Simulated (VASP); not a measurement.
An input for Ansatz (written as the equivalent of a VASP run, and not itself run):

Ansatz 0.2 input:
```yaml
crystal:
  lattice:
    - [3.1063000, 0.0000000, 0.0000000]
    - [0.0000000, 3.1063000, 0.0000000]
    - [0.0000000, 0.0000000, 3.6341400]
  atoms:
    - { symbol: Hf, position: [0.5000000, 0.5000000, 0.0000000] }
    - { symbol: Ir, position: [0.0000000, 0.0000000, 0.5000000] }
kpoints:
  mp_grid: { grid: [11, 11, 9] }
hamiltonian:
  xc: pbesol
  pseudopotentials: { kind: paw }
scf:
  occupations: { method: methfessel_paxton, width: 0.1 }
  max_iter: 100
relax:
  max_steps: 60
  f_tol: 0.01
  cell: {}
output: { forces: true, stress: true, eigenvalues: true }
```

Task: Translate this input to VASP (INCAR, KPOINTS, POSCAR, choice of POTCAR).

Result: One answer among several that fit: 
**INCAR**
```
SYSTEM = HfIr
PREC = Accurate; ENCUT = 400; LREAL = .FALSE.
LASPH = .TRUE.
EDIFF = 1E-6; NELM = 100; ALGO = Normal
LMAXMIX = 6
ISMEAR = 1; SIGMA = 0.1
GGA = PS
IBRION = 2; NSW = 60; ISIF = 3
EDIFFG = -0.01
LWAVE = .FALSE.; LCHARG = .FALSE.
```

KPOINTS:
```
K-points
0
G
  11 11 9
0 0 0
```

**POSCAR**
```
HfIr
1
    3.1063000000     0.0000000000     0.0000000000
    0.0000000000     3.1063000000     0.0000000000
    0.0000000000     0.0000000000     3.6341400000
Hf Ir
1 1
Direct
  0.5000000000   0.5000000000   0.0000000000
  0.0000000000   0.0000000000   0.5000000000
```

POTCAR, in this order: Hf_pv Ir (PBE.64 set). Program: vasp_std.

The two are equivalent in intent, not identical: each code has its own PAW files, so the cut-off isn't converted (ENCUT is set for VASP's; basis.ecutwfc is left out, and Ansatz then takes the one that its files recommend); Ansatz stops its SCF on the density residual and VASP on the energy change (EDIFF).

The structure comes from a computed database's HfIr entry (P4/mmm); how it stands against other phases isn't given here. This run relaxes it. Symmetry was kept, so distortions that lower it aren't found.
